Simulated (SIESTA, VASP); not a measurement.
Input for VASP

### KPOINTS
```
K-points
0
G
 9 9 9
0 0 0
```

### POSCAR
```
K
1
   -2.6400000000     2.6400000000     2.6400000000
    2.6400000000    -2.6400000000     2.6400000000
    2.6400000000     2.6400000000    -2.6400000000
K
1
Direct
  0.0000000000   0.0000000000   0.0000000000
```

**INCAR**
```
# general
SYSTEM = K
PREC   = Accurate
ENCUT  = 300
LREAL  = F
LASPH  = T

# electronic loop
EDIFF  = 1E-6
NELM   = 100
ALGO   = Normal

# smearing
ISMEAR = 0
SIGMA  = 0.136

# ions
ISIF   = 2

# output
LWAVE  = F
LCHARG = F
```

POTCAR, in this order: K_sv (LDA.64 set). Program: vasp_std.

### Question
Translate it to SIESTA.

### Answer
One input that does it (LDA PW92, numerical atomic orbitals DZP, PseudoDojo LDA standard norm-conserving potentials (rewritten from UPF to PSML)):
```
# files in the folder: K.psml (PseudoDojo LDA standard)
SystemName  K
SystemLabel siesta

NumberOfAtoms                1
NumberOfSpecies              1
%block ChemicalSpeciesLabel
  1 19 K
%endblock ChemicalSpeciesLabel
LatticeConstant              1.0 Bohr
%block LatticeVectors
    -4.988876969    4.988876969    4.988876969
     4.988876969   -4.988876969    4.988876969
     4.988876969    4.988876969   -4.988876969
%endblock LatticeVectors
AtomicCoordinatesFormat      Fractional
%block AtomicCoordinatesAndAtomicSpecies
     0.000000000    0.000000000    0.000000000  1
%endblock AtomicCoordinatesAndAtomicSpecies

XC.functional                LDA
XC.authors                   PW92
PAO.BasisSize                DZP
PAO.EnergyShift              0.01 Ry
MeshCutoff                   350 Ry
%block kgrid.MonkhorstPack
    9   0   0  0.0
    0   9   0  0.0
    0   0   9  0.0
%endblock kgrid.MonkhorstPack
OccupationFunction           MP
OccupationMPOrder            0
ElectronicTemperature        136.0 meV

MaxSCFIterations             150
SCF.Mixer.Method             Pulay
SCF.Mixer.Weight             0.1
SCF.Mixer.History            6
SCF.DM.Tolerance             1.0E-04
Diag.ParallelOverK           true
WriteForces                  true
```
The two runs describe the same crystal, functional and task. Each code takes its own potentials, basis and convergence tests.

VASP's LDA is the Perdew-Zunger fit; the other code's may be Perdew-Wang, which differs slightly.

The structure is a typed K crystal (Im-3m). The cell was not relaxed at this level, and it may have been scaled.
